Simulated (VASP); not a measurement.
**WS2: single point with PBEsol**

Crystal: WS2.

```
W S
1.0
     3.14685    0.00000    0.00000
    -1.57342    2.72525    0.00000
     0.00000    0.00000   12.68069
W S
2 4
Direct
  0.33333 0.66667 0.25000
  0.66667 0.33333 0.75000
  0.33333 0.66667 0.62633
  0.66667 0.33333 0.12633
  0.33333 0.66667 0.87367
  0.66667 0.33333 0.37367
```

The cell is a database's computed one.

- Program: VASP 6.6.1
- Task: single point
- Functional: PBEsol
- Potentials or basis: VASP PAW PBE potentials, release 64 (W_sv, S)
- Cutoff: 520 eV
- k mesh: 12 × 12 × 2
- Occupations: gaussian, width 0.02 eV
- Spin: non-collinear spin, zero start, spin-orbit coupling
- Starting moments: [[0.0, 0.0, 0.0], [0.0, 0.0, 0.0], [0.0, 0.0, 0.0], [0.0, 0.0, 0.0], [0.0, 0.0, 0.0], [0.0, 0.0, 0.0]] μB

```json
{
  "Pressure": "0.2 GPa",
  "Largest force": "0.027 eV/Å",
  "Net moment": "0.00 μB per cell",
  "Valence electrons inside the program's atomic spheres": "W 12.09; S 3.70"
}
```

Forces on the atoms (eV/Å):
```
W    0.001  0.000  0.000
W   -0.001  0.000  0.000
S    0.000  0.000 -0.027
S    0.000  0.000 -0.027
S    0.000  0.000  0.027
S    0.000  0.000  0.027
```

Moments on the atoms (μB; x, y, z):
```
W   0.00 0.00 0.00
W   0.00 0.00 0.00
S   0.00 0.00 0.00
S   0.00 0.00 0.00
S   0.00 0.00 0.00
S   0.00 0.00 0.00
```

It took 19 min on 1 thread of Intel(R) Xeon(R) Platinum 8259CL CPU @ 2.50GHz (Skylake/Cascade Lake), on a shared host, peak memory 0.95 GiB.

Caveat: the PAW data sets were made with another functional, which shifts forces and pressure a little; this functional lacks dispersion, which binds the layers, so the pressure and a relaxed spacing across them are unreliable.
